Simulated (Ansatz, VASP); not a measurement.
## Al3Rh2: VASP beside Ansatz

```
Al Rh
1.0
     5.73482    0.00000    0.00000
     0.00000    5.73482    0.00000
     0.00000    0.00000    5.73482
Al Rh
6 4
Direct
  0.00000 0.50000 0.50000
  0.00000 0.50000 0.00000
  0.50000 0.00000 0.50000
  0.00000 0.00000 0.50000
  0.50000 0.00000 0.00000
  0.50000 0.50000 0.00000
  0.25000 0.25000 0.25000
  0.25000 0.75000 0.75000
  0.75000 0.75000 0.25000
  0.75000 0.25000 0.75000
```

Change from the starting cell: species swapped into the Mg3As2 type (Pn-3m, No. 224).

Alike in both runs: functional PBE; k mesh 4 × 4 × 4; occupations gaussian, width 0.1 eV; no spin polarisation.

Ansatz relaxed the structure, and its values are those at the end. VASP's run is a single point on that final structure, the one shown.

|  | VASP | Ansatz |
| --- | --- | --- |
| version | VASP 6.6.1 | Ansatz 0.2.0 |
| potentials or method | VASP PAW PBE potentials, release 64 (Al, Rh_pv) | scalar-relativistic, plane waves, PAW |
| plane-wave cutoff (eV) | 520 | 420 |
| valence electrons in the cell | 78 | 86 |

|  | VASP | Ansatz | Ansatz less VASP |
| --- | --- | --- | --- |
| gap on the k mesh at the Fermi level (eV) | none | none | - |
| pressure (GPa) | 0.4 | 0.4 | +0.03 |

A gap of «none» marks a metal or a gap that the smearing closes. The two sets of potentials don't hold the same shells in valence.
